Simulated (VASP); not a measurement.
# Lattice of ZnO (zincite) across functionals and dispersion corrections, part 2 of 3

Aim: relax ZnO (zincite) at several levels and hold each cell against experiment. LASPH is on for some levels and off for others; the table marks which. The start is a cell from a database of measured crystal structures.

VASP 6.6.1, plane waves and PAW; the level of theory is named at each step.

So far. Step 2 (Relaxation with PBE): It ends with a largest force of 0.008 eV/Å and a pressure of 0.04 GPa. The volume lies +4.3 % from that of the database's start. The conventional cell has a = 3.289 and c = 5.302 Å.

## (3) Relaxation with LDA

This step: LDA; plane waves and PAW (Zn, O) (VASP 6.6.1).

LDA, the lowest rung, knows the local density alone.

The input, INCAR:

```
SYSTEM = ZnO
PREC = Accurate
ENCUT = 560
EDIFF = 1E-06
NELM = 100
ISMEAR = -1
SIGMA = 0.05
LREAL = .FALSE.
ALGO = Normal
GGA = CA
NBANDS = 24
LORBIT = 11
LWAVE = .FALSE.
LCHARG = .FALSE.
KPAR = 2
IBRION = 2
NSW = 60
ISIF = 3
EDIFFG = -0.01
```

The input, POSCAR:

```
ZnO
1.0
    3.2493080000      0.0000000000      0.0000000000
   -1.6246540000      2.8139832727      0.0000000000
    0.0000000000      0.0000000000      5.2057090000
Zn O
2 2
Direct
    0.3333333333      0.6666666667      0.5000000000
    0.6666666667      0.3333333333      0.0000000000
    0.6666666667      0.3333333333      0.3790100000
    0.3333333333      0.6666666667      0.8790100000
```

The input, KPOINTS:

```
Automatic mesh
0
Gamma
8 8 5
0 0 0
```

The projector-augmented-wave data sets are Zn and O (PBE family, release 64).

Started as:

```
mpirun -np 2 vasp_std
```

Output:

```text
[banner, memory and clock lines left out]
running    2 mpi-ranks, on    1 nodes
 distrk:  each k-point on    1 cores,    2 groups
 distr:  one band on    1 cores,    1 groups

 POSCAR found type information on POSCAR ZnO
 POSCAR found :  2 types and       4 ions
|                                                                             |
|               ----> ADVICE to this user running VASP <----                  |
|                                                                             |
|     You enforced a specific xc type in the INCAR file but a different       |
|     [... a line on the potential file left out ...]
|     I HOPE YOU KNOW WHAT YOU ARE DOING!                                     |
|                                                                             |

 LDA part: xc-table for (Slater(with rela. corr.)+CA(PZ))
 , standard interpolation
 POSCAR, INCAR and KPOINTS ok, starting setup
 FFT: planning ... GRIDC
 FFT: planning ... GRID_SOFT
 FFT: planning ... GRID
 WAVECAR not read
 entering main loop
       N       E                     dE             d eps       ncg     rms          rms(c)
DAV:   1     0.292962176073E+03    0.29296E+03   -0.19522E+04  1448   0.231E+03
DAV:   2     0.492196058930E+01   -0.28804E+03   -0.27356E+03  1568   0.438E+02
DAV:   3    -0.235387007268E+02   -0.28461E+02   -0.28249E+02  1608   0.144E+02
DAV:   4    -0.240092576556E+02   -0.47056E+00   -0.47023E+00  1744   0.195E+01
DAV:   5    -0.240121749162E+02   -0.29173E-02   -0.29172E-02  1600   0.144E+00    0.137E+01
DAV:   6    -0.211283293429E+02    0.28838E+01   -0.79622E+00  2552   0.683E+01    0.902E+00
DAV:   7    -0.212517445096E+02   -0.12342E+00   -0.23827E+00  1520   0.171E+01    0.539E+00
DAV:   8    -0.212449737962E+02    0.67707E-02   -0.69843E-01  1960   0.774E+00    0.171E+00
DAV:   9    -0.211893897768E+02    0.55584E-01   -0.12392E-01  2152   0.682E+00    0.421E-01
DAV:  10    -0.211909077332E+02   -0.15180E-02   -0.44790E-02  1488   0.151E+00    0.887E-02
DAV:  11    -0.211908977083E+02    0.10025E-04   -0.77883E-04  1696   0.245E-01    0.325E-02
DAV:  12    -0.211908979263E+02   -0.21795E-06   -0.43036E-05  1608   0.615E-02    0.999E-03
DAV:  13    -0.211908985240E+02   -0.59772E-06   -0.16563E-06  1280   0.346E-02
   1 F= -.21190899E+02 E0= -.21190895E+02  d E =-.211909E+02
 curvature:   0.00 expect dE= 0.000E+00 dE for cont linesearch  0.000E+00
 trial: gam= 0.00000 g(F)=  0.602E-03 g(S)=  0.116E+00 ort = 0.000E+00 (trialstep = 0.100E+01)
 search vector abs. value=  0.116E+00
 bond charge predicted
       N       E                     dE             d eps       ncg     rms          rms(c)
DAV:   1    -0.230020567820E+02   -0.18112E+01   -0.23172E+01  1728   0.895E+01    0.989E+00
DAV:   2    -0.213860250199E+02    0.16160E+01   -0.64047E+00  1664   0.534E+01    0.333E+00
DAV:   3    -0.212707950496E+02    0.11523E+00   -0.21463E-01  1480   0.419E+00    0.179E+00
DAV:   4    -0.212144885218E+02    0.56307E-01   -0.20413E-02  2328   0.428E+00    0.270E-01
DAV:   5    -0.212141880583E+02    0.30046E-03   -0.11502E-02  1568   0.838E-01    0.103E-01
DAV:   6    -0.212140814627E+02    0.10660E-03   -0.59445E-04  1624   0.191E-01    0.452E-02
DAV:   7    -0.212140931040E+02   -0.11641E-04   -0.11936E-04  1696   0.389E-01    0.244E-02
DAV:   8    -0.212140884353E+02    0.46687E-05   -0.27894E-05  1992   0.991E-02    0.825E-03
DAV:   9    -0.212140875729E+02    0.86241E-06   -0.55821E-06  1952   0.524E-02
   2 F= -.21214088E+02 E0= -.21214086E+02  d E =-.231890E-01
[...]
3 F= -.21228005E+02 E0= -.21228002E+02  d E =-.371060E-01
[...]
4 F= -.21228130E+02 E0= -.21228128E+02  d E =-.125090E-03
[...]
5 F= -.21228131E+02 E0= -.21228129E+02  d E =-.126146E-03
[...]
6 F= -.21228200E+02 E0= -.21228198E+02  d E =-.689479E-04
 trial-energy change:   -0.000069  1 .order   -0.000067   -0.000077   -0.000057
 step:   3.6835(harm=  3.6835)  dis= 0.00343  next Energy=   -21.228282 (dE=-0.151E-03)
 bond charge predicted
       N       E                     dE             d eps       ncg     rms          rms(c)
DAV:   1    -0.212290798442E+02   -0.88026E-03   -0.15753E-01  1440   0.304E+00    0.215E-01
DAV:   2    -0.212285864025E+02    0.49344E-03   -0.31099E-03  1664   0.810E-01    0.124E-01
DAV:   3    -0.212282888951E+02    0.29751E-03   -0.24184E-04  1968   0.204E-01    0.418E-02
DAV:   4    -0.212282591309E+02    0.29764E-04   -0.78527E-05  1824   0.984E-02    0.814E-03
DAV:   5    -0.212282597677E+02   -0.63673E-06   -0.10558E-05  1512   0.365E-02    0.302E-03
DAV:   6    -0.212282597545E+02    0.13182E-07   -0.40889E-07   768   0.970E-03
   7 F= -.21228260E+02 E0= -.21228258E+02  d E =-.129046E-03
 curvature:  -2.44 expect dE=-0.253E-04 dE for cont linesearch -0.156E-07
 trial: gam= 0.17308 g(F)=  0.819E-08 g(S)=  0.104E-04 ort =-0.834E-06 (trialstep = 0.149E+01)
 search vector abs. value=  0.133E-04
 reached required accuracy - stopping structural energy minimisation
```

Run time: 33 s. Hardware: 2 MPI ranks of Intel Xeon 6975P-C (Granite Rapids), shared host; peak memory 0.33 GiB.

Parts of OUTCAR (step 3):

```text
 Found     30 irreducible k-points:

   NELECT =      36.0000    total number of electrons

 E-fermi :   1.5876

 k-point     1 :       0.0000    0.0000    0.0000
  band No.  band energies     occupation
    ...
     14       0.3078      2.00000
     15       0.3078      2.00000
     16       1.0575      1.99995
     17       1.1604      1.99961
     18       1.1604      1.99961
     19       1.9479      0.00148
     20       6.4157      0.00000
     21       9.3234      0.00000
     22      14.0774      0.00000
     23      14.0774      0.00000
    ...

 k-point     2 :       0.1250    0.0000    0.0000
  band No.  band energies     occupation
    ...
     14      -0.2703      2.00000
     15       0.0893      2.00000
     16       0.3500      2.00000
     17       0.9469      1.99999
     18       1.0426      1.99996
     19       2.9621      0.00000
     20       7.0608      0.00000
     21       9.3039      0.00000
     22      12.6344      0.00000
     23      14.2369      0.00000
    ...

  Total        0.0159094      0.0159094      0.0187615      0.0000000     -0.0000000      0.0000000
  in kB        0.5578069      0.5578069      0.6578065      0.0000000     -0.0000000      0.0000000
  external PRESSURE =       0.5911401 kB  Pullay stress =       0.0000000 kB

  energy-cutoff  :      560.00
  volume of cell :       45.70
      direct lattice vectors                 reciprocal lattice vectors
     3.195641904 -0.000000000 -0.000000000     0.312926176  0.180668012  0.000000000
    -1.597820952  2.767507070  0.000000000    -0.000000000  0.361336024 -0.000000000
    -0.000000000  0.000000000  5.166933311     0.000000000 -0.000000000  0.193538399

 POSITION                                       TOTAL-FORCE (eV/Angst)
 -----------------------------------------------------------------------------------
     -0.00000      1.84500      2.58512        -0.000000     -0.000000      0.000206
      1.59782      0.92250      0.00165        -0.000000      0.000000      0.000206
      1.59782      0.92250      1.95666         0.000000     -0.000000     -0.000206
     -0.00000      1.84500      4.54013         0.000000     -0.000000     -0.000206
 -----------------------------------------------------------------------------------
    total drift:                               -0.000000     -0.000001     -0.000526

  FREE ENERGIE OF THE ION-ELECTRON SYSTEM (eV)
  ---------------------------------------------------
  free  energy   TOTEN  =       -21.2282597545 eV

  energy  without entropy=      -21.2282553751  energy(sigma->0) =      -21.22825756

 total charge
# of ion       s       p       d       tot
------------------------------------------
    1        0.482   0.540   9.924  10.946
    2        0.482   0.540   9.924  10.946
    3        1.531   3.455   0.000   4.986
    4        1.531   3.455   0.000   4.986
--------------------------------------------------
tot          4.026   7.990  19.849  31.865

[... 9 parts as in an earlier step ...]

[... 5 further parts left out ...]
```

CONTCAR:

```
ZnO
   1.00000000000000
     3.1956419035283159   -0.0000000000000000   -0.0000000000000000
    -1.5978209517641579    2.7675070698345627    0.0000000000000000
    -0.0000000000000000    0.0000000000000000    5.1669333111044349
  Zn              O
     2     2
Direct
     0.3333333332999970    0.6666666667000030    0.5003202670405918
     0.6666666667000030    0.3333333332999970    0.0003202670405920
     0.6666666667000030    0.3333333332999970    0.3786897329594092
     0.3333333332999970    0.6666666667000030    0.8786897329594091
```

The PAW data sets were made with PBE, though LDA sets exist; this is a small mismatch.

Relaxation path:

| step | energy less that of the first step (eV) | largest force (eV/Å) | pressure (GPa) | volume (Å³) |
| --- | --- | --- | --- | --- |
| 1 | 0.0000 | 0.0558 | -5.95 | 47.60 |
| 2 | -0.0232 | 0.0415 | 4.16 | 44.62 |
| 3 | -0.0371 | 0.0025 | 0.04 | 45.71 |
| 4 | -0.0372 | 0.0191 | -0.16 | 45.73 |
| 5 | -0.0372 | 0.0202 | -0.03 | 45.73 |
| 6 | -0.0373 | 0.0155 | 0.02 | 45.72 |
| 7 | -0.0374 | 0.0002 | 0.06 | 45.70 |

```csv
"conventional cell, symmetrised",before,after,change
a (Å),3.249,3.196,-1.7 %
b (Å),3.249,3.196,-1.7 %
c (Å),5.206,5.167,-0.7 %
volume (Å³/atom),11.90,11.42,-4.0 %
```

Final coordinates:

```cif
data_structure
_symmetry_space_group_name_H-M 'P 1'
_symmetry_Int_Tables_number 1
_cell_length_a 3.1956
_cell_length_b 3.1956
_cell_length_c 5.1669
_cell_angle_alpha 90.000
_cell_angle_beta 90.000
_cell_angle_gamma 120.000
_cell_volume 45.70
loop_
_atom_site_label
_atom_site_type_symbol
_atom_site_fract_x
_atom_site_fract_y
_atom_site_fract_z
_atom_site_occupancy
Zn1 Zn 0.33333 0.66667 0.50032 1
Zn2 Zn 0.66667 0.33333 0.00032 1
O3 O 0.66667 0.33333 0.37869 1
O4 O 0.33333 0.66667 0.87869 1
```

This step gave:

| Quantity | Value |
| --- | --- |
| free energy (TOTEN) | -21.23 eV |
| Fermi energy | 1.588 eV |
| pressure | 0.05911 GPa |
| gap on the k-mesh | 0.7875 eV |
| least direct gap on the k-mesh | 0.7875 eV |

It ends at 11.42 Å³/atom, -4.0 % from the start, with 0.06 GPa left. The conventional cell has a = 3.196 and c = 5.167 Å.

## (4) Relaxation with r2SCAN

This step: r2SCAN; plane waves and PAW (Zn, O) (VASP 6.6.1).

r2SCAN adds the kinetic-energy density, costs more than a GGA and is run with LASPH.

INCAR, as its differences from that of step 3:

```diff
@@ -9,3 +9,4 @@
 ALGO = Normal
-GGA = CA
+METAGGA = R2SCAN
+LASPH = .TRUE.
 NBANDS = 24
```

POSCAR is that of step 3.

KPOINTS is that of step 3.

Started as:

```
mpirun -np 2 vasp_std
```

Output:

```text
[banner, memory and clock lines left out]
running    2 mpi-ranks, on    1 nodes
[...]
[... a notice as in an earlier step ...]

 LDA part: xc-table for (None), standard interpolation
 POSCAR, INCAR and KPOINTS ok, starting setup
[...]
entering main loop
       N       E                     dE             d eps       ncg     rms          rms(c)
DAV:   1     0.278370938241E+03    0.27837E+03   -0.20047E+04  1448   0.237E+03
DAV:   2    -0.168720697894E+02   -0.29524E+03   -0.28055E+03  1552   0.450E+02
DAV:   3    -0.461296735091E+02   -0.29258E+02   -0.29052E+02  1640   0.148E+02
DAV:   4    -0.465936053178E+02   -0.46393E+00   -0.46368E+00  1720   0.196E+01
[...]
DAV:  15    -0.363195531325E+02   -0.29720E-05   -0.63359E-06  1600   0.233E-02    0.470E-03
DAV:  16    -0.363195520124E+02    0.11201E-05   -0.68751E-07   968   0.126E-02    0.190E-03
DAV:  17    -0.363195527420E+02   -0.72969E-06   -0.67595E-07   808   0.848E-03
   1 F= -.36319553E+02 E0= -.36319553E+02  d E =-.363196E+02
[...]
DAV:   5    -0.363208102551E+02   -0.19320E-04   -0.20160E-04  1512   0.153E-01    0.123E-02
DAV:   6    -0.363208133481E+02   -0.30930E-05   -0.63360E-06  1680   0.762E-02    0.638E-03
DAV:   7    -0.363208127914E+02    0.55673E-06   -0.21504E-06   984   0.350E-02
   2 F= -.36320813E+02 E0= -.36320813E+02  d E =-.126005E-02
 trial-energy change:   -0.001260  1 .order   -0.001154   -0.003599    0.001291
 step:   0.7598(harm=  0.7359)  dis= 0.00306  next Energy=   -36.320966 (dE=-0.141E-02)
[...]
N       E                     dE             d eps       ncg     rms          rms(c)
DAV:   1    -0.363213425682E+02   -0.52922E-03   -0.38181E-02  1440   0.169E+00    0.159E-01
DAV:   2    -0.363210668657E+02    0.27570E-03   -0.20297E-03  1744   0.647E-01    0.867E-02
DAV:   3    -0.363209646719E+02    0.10219E-03   -0.75456E-05  1920   0.153E-01    0.358E-02
DAV:   4    -0.363209547576E+02    0.99143E-05   -0.53797E-05  2000   0.900E-02    0.473E-03
DAV:   5    -0.363209552632E+02   -0.50565E-06   -0.11545E-05  1496   0.365E-02    0.289E-03
DAV:   6    -0.363209546478E+02    0.61537E-06   -0.29252E-07   824   0.172E-02
   3 F= -.36320955E+02 E0= -.36320955E+02  d E =-.140191E-02
[...]
reached required accuracy - stopping structural energy minimisation
```

It took 87 s on 2 MPI ranks; peak memory 0.39 GiB; 2.9 min of CPU time.

From OUTCAR (step 4):

```text
  Total       -0.0072025     -0.0072025      0.0036756      0.0000000      0.0000000      0.0000000
  in kB       -0.2428545     -0.2428545      0.1239362      0.0000000      0.0000000      0.0000000
  external PRESSURE =      -0.1205909 kB  Pullay stress =       0.0000000 kB

 POSITION                                       TOTAL-FORCE (eV/Angst)
 -----------------------------------------------------------------------------------
     -0.00000      1.87198      2.60645         0.000000      0.000000      0.008054
      1.62118      0.93599      5.21597        -0.000000      0.000000      0.008054
      1.62118      0.93599      1.98114         0.000000     -0.000000     -0.008054
     -0.00000      1.87198      4.59066         0.000000     -0.000000     -0.008054
 -----------------------------------------------------------------------------------
    total drift:                                0.000000      0.000000     -0.045314

  FREE ENERGIE OF THE ION-ELECTRON SYSTEM (eV)
  ---------------------------------------------------
  free  energy   TOTEN  =       -36.3209546478 eV

  energy  without entropy=      -36.3209545657  energy(sigma->0) =      -36.32095461

[... 2 parts as in an earlier step ...]

[... 2 further parts left out ...]
[key lines of the parts left out:]
E-fermi :   1.5123
```

The PAW data sets were made with PBE, which is usual practice but a small mismatch for other functionals.

Relaxation path:

```csv
step,energy less that of the first step (eV),largest force (eV/Å),pressure (GPa),volume (Å³)
1,0.0000,0.0835,-0.21,47.60
2,-0.0013,0.0380,0.09,47.49
3,-0.0014,0.0081,-0.01,47.52
```

```csv
"conventional cell, symmetrised",before,after,change
a (Å),3.249,3.242,-0.2 %
b (Å),3.249,3.242,-0.2 %
c (Å),5.206,5.219,+0.3 %
volume (Å³/atom),11.90,11.88,-0.2 %
```

The relaxed structure:

```xyz
4
Lattice="3.2424 0.0000 0.0000 -1.6212 2.8080 0.0000 0.0000 0.0000 5.2190" Properties=species:S:1:pos:R:3 pbc="T T T"
Zn    0.0000    1.8720    2.6064
Zn    1.6212    0.9360   -0.0031
O     1.6212    0.9360    1.9811
O     0.0000    1.8720    4.5907
```

It ends at 11.88 Å³/atom, -0.2 % from the start, with -0.01 GPa left. The conventional cell has a = 3.242 and c = 5.219 Å.

[end of part 2 of 3]

[Lines on the potential files, build, host, timing and source positions are cut from VASP's logs without a mark.]

[Logs are printed without paths, hosts, clocks, repeated set-up lines and the standing remarks that a program may print on its own settings, such as how far it seeks lower states.]

[Hosts, paths, dates, database ids (printed as entryN), source tags and the programs' standing remarks are cut or masked in the printed files.]

[A measured line is paired with the nearest computed mode of its activity, which favours agreement.]

[In band tables of VASP the shares of atoms and orbitals are scaled to a sum of 1 inside the atoms' spheres.]
